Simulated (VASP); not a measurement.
Set up this calculation in VASP 6.6.1, as the native input.

```yaml
Task: single point
Functional: PBE0(alpha)
Potentials_or_basis: VASP PAW PBE potentials, release 64 (Ir, S)
Cutoff: 520 eV
k_mesh: 5 × 5 × 3
Occupations: fermi-dirac, width 0.05 eV
Spin: no spin polarisation
Share_of_exact_exchange: 0.3
Grid_for_exact_exchange_PRECFOCK: Fast
Exchange_at_q_=_0: truncated
Further_INCAR_settings: ALGO = Normal; EDIFF = 1e-06
```

The system is IrS.

```xyz
2
Lattice="3.4897 0.0000 0.0000 -1.7448 3.0222 0.0000 0.0000 0.0000 4.3457" Properties=species:S:1:pos:R:3 pbc="T T T"
Ir    0.0000    0.0000    2.1728
S     1.7448    1.0074    0.0000
```

The cell was built by a generator and needn't be a form met in nature.

The input as run:

POSCAR

```
IrS
1.0
    3.4896986500      0.0000000000      0.0000000000
   -1.7448493200      3.0221676800      0.0000000000
    0.0000000000      0.0000000000      4.3456873700
Ir S
1 1
Direct
    0.0000000000      0.0000000000      0.5000000000
    0.6666666700      0.3333333300      0.0000000000
```

INCAR.step1

```
ALGO     = Normal         # electronic algorithm
EDIFF    = 1E-5           # SCF threshold, eV
ENCUT    = 520            # plane-wave cutoff, eV
GGA      = PE             # functional
ISIF     = 2              # what is computed and relaxed
ISMEAR   = -1             # smearing method
LASPH    = True           # aspherical terms in the spheres
LCHARG   = False          # write CHGCAR
LREAL    = False          # projectors in reciprocal space
LWAVE    = True           # write WAVECAR
NELM     = 60             # most SCF steps
PREC     = Accurate       # precision mode
SIGMA    = 0.05           # smearing width, eV
```

INCAR.step2

```
AEXX     = 0.3            # exact-exchange fraction
ALGO     = Normal         # electronic algorithm
EDIFF    = 1E-6           # SCF threshold, eV
ENCUT    = 520            # plane-wave cutoff, eV
GGA      = PE             # functional
HFRCUT   = -1           
ISIF     = 2              # what is computed and relaxed
ISMEAR   = -1             # smearing method
ISTART   = 1            
LASPH    = True           # aspherical terms in the spheres
LCHARG   = False          # write CHGCAR
LHFCALC  = True           # exact exchange
LREAL    = False          # projectors in reciprocal space
LWAVE    = False          # write WAVECAR
NELM     = 60             # most SCF steps
PREC     = Accurate       # precision mode
PRECFOCK = Fast         
SIGMA    = 0.05           # smearing width, eV
```

KPOINTS

```
k-points
0
Gamma
  5 5 3
```

Potentials or basis: VASP PAW PBE potentials, release 64 (Ir, S).

The run is started by

```bash
$ cat potpaw_PBE.64/Ir/POTCAR potpaw_PBE.64/S/POTCAR > POTCAR
$ cp INCAR.step1 INCAR
$ mpirun -np 1 vasp_std > vasp.out
$ cp INCAR.step2 INCAR
$ mpirun -np 1 vasp_std > vasp.out
```

Results of the run:

```json
{
  "Pressure": "-33.8 GPa",
  "Band gap on the k mesh": "none (metal or under the smearing width)"
}
```

Caveat: the k mesh is coarse (spacing up to 0.48 Å⁻¹), so the values aren't converged, least of all with exact exchange; a pressure of tens of GPa on the cell as given is suspect, and the run, the potentials or the cell itself is likely at fault; the PAW data sets were made with another functional, which shifts forces and pressure a little.

Run time: 110 s on 1 thread of Intel(R) Xeon(R) 6975P-C (Granite Rapids), on a shared host, peak memory 0.17 GiB.
